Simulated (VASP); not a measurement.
Given:

```xyz
3
Lattice="1.8382 -3.1838 0.0000 1.8382 3.1838 0.0000 0.0000 0.0000 7.2909" Properties=species:S:1:pos:R:3 pbc="T T T"
Zr     0.0000     0.0000     0.0000
S      1.8382     1.0613     1.4581
S      1.8382    -1.0613     5.8328
```

Calculation: AM05 GGA, VASP's PBE PAW potentials (set 64) (plane waves; VASP 6.6.1). Numerical set-up: 520 eV cut-off, 7×7×3 Γ-centred mesh, Gaussian smearing of 0.050 eV, potentials Zr_sv S.

Without a dispersion term in the relaxation, distances and binding between the weakly bound layers, chains or molecules are unreliable, and so is what depends on them.

Task: The ions and cell shape at fixed volume are relaxed. Predict the relaxed structure.

Result: 
```xyz
3
Lattice="1.8197 -3.1517 0.0000 1.8197 3.1517 0.0000 0.0000 0.0000 7.4401" Properties=species:S:1:pos:R:3 pbc="T T T"
Zr     0.0000     0.0000     0.0000
S      1.8197     1.0506     1.4451
S      1.8197    -1.0506     5.9951
```
Space group P-3m1 (164), at a tolerance of 0.03 Å.

Task: How much energy does the relaxation gain?

Result: The energy (σ→0) changes by -5.8 meV/atom, in 5 ionic steps.

The compound is ZrS2 in the 1T layered structure. This cell is one point of a volume scan, at 1.03 of the reference volume. Symmetry was kept, so distortions that lower it aren't found.
